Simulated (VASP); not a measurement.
Cost and result of VASP (PAW) for the bulk modulus of PbO2 (rutile). Static lattice, third-order Birch-Murnaghan fit over five volumes. The cost counts the five points of the equation of state, each on the mesh and cut-off of its row, so the ratios hold those differences too. With PBE it took about 10 core-minutes. Costs are core time on shared hosts, one run each; read them as rough ratios.

| level | k-mesh | cut-off (eV) | bulk modulus (GPa) | cost over PBE |
|---|---|---|---|---|
| LDA | 5×5×7 | 520 | 141 | within a factor of 2 |
| PBEsol | 5×5×7 | 520 | 124 | within a factor of 2 |
| PBE | 5×5×7 | 520 | 105 | reference |
| r2SCAN | 5×5×7 | 520 | 133 | ? |
| SCAN | 5×5×7 | 520 | 133 | ? |

Complete the blanks.

- r2SCAN, cost over PBE: about 4 times
- SCAN, cost over PBE: about 6 times

Left out are levels that failed, ran on another kind of processor or have no fit band path; at most nine are shown.

The compound is PbO2 in the rutile structure.
